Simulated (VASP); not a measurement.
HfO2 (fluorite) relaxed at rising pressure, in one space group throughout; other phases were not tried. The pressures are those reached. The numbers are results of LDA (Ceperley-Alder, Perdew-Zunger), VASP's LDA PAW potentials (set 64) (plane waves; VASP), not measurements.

```tsv
P (GPa)	V (Å³/atom)	k-mesh
0.00	10.293	8×8×8
4.97	10.124	8×8×8
9.97	9.968	8×8×8
19.79	9.694	8×8×8
29.76	9.450	8×8×8
```

Question: Fit an equation of state and predict the volume at 44.97 GPa.

Answer: Least squares on the third-order Birch-Murnaghan form, P = (3B0/2)(y⁷ − y⁵)[1 + (3/4)(B′ − 4)(y² − 1)] with y = (V0/V)^(1/3), gives V0 = 10.293 Å³/atom, B0 = 291 GPa and B′ = 4.2, and so 9.129 Å³/atom. The run gave 9.129 Å³/atom, -0.0 % from the fit.

Pressures at which the relaxation failed are left out.

The compound is HfO2 in the fluorite structure, the high-temperature cubic form, which is unstable at 0 K; the monoclinic form is the stable one.
